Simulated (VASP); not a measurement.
Data:

```xyz
2
Lattice="0.0000 2.6021 2.6021 2.6021 0.0000 2.6021 2.6021 2.6021 0.0000" Properties=species:S:1:pos:R:3 pbc="T T T"
Al     0.0000     0.0000     0.0000
As     1.3011     1.3011     1.3011
```

All values below come from LDA (Ceperley-Alder, Perdew-Zunger), VASP's LDA PAW potentials (set 64) (plane waves; VASP 6.6.1). Numerical set-up: 500 eV cut-off, 9×9×9 Γ-centred mesh, Gaussian smearing of 0.050 eV, potentials Al As.

Problem. Estimate the energy per atom (σ→0), pressure.

Solution. 
The energy per atom (σ→0) is -4.893 eV/atom. The pressure comes out as 29.97 GPa.

Only differences to runs with the same potentials and settings are physical.

The compound is AlAs in the zinc blende structure. It was relaxed first under an external pressure of 30 GPa.
